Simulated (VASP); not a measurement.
Data:

```xyz
2
Lattice="3.3046 0.0000 0.0000 0.0000 3.3046 0.0000 0.0000 0.0000 3.3046" Properties=species:S:1:pos:R:3 pbc="T T T"
B      0.0000     0.0000     0.0000
Bi     1.6523     1.6523     1.6523
```

Computed with PBEsol GGA, VASP's PBE PAW potentials (set 64) (plane waves; VASP 6.6.1). Settings: 520 eV cut-off, 10×10×10 Γ-centred mesh, first-order Methfessel-Paxton smearing of 0.10 eV, potentials B Bi_d.

Unless said otherwise, spin-orbit coupling is left out, though it shifts the bands of the heavy elements here.

### Question
What does the run give for the energy per atom (σ→0), band gap (on the k-mesh) with the smallest direct gap where there is one?

### Answer

```yaml
band gap (on the k-mesh): none (metal, semimetal or under 0.01 eV)
energy per atom (σ→0): -4.125 eV/atom
```

Only differences to runs with the same potentials and settings are physical.

The structure was generated: BBi was put into the CsCl type type (Pm-3m), which need not be its known phase. It was relaxed first, which changed the volume by +32 %. The start is the result of an earlier pass. VASP warned that the highest band is occupied, so more bands are needed.
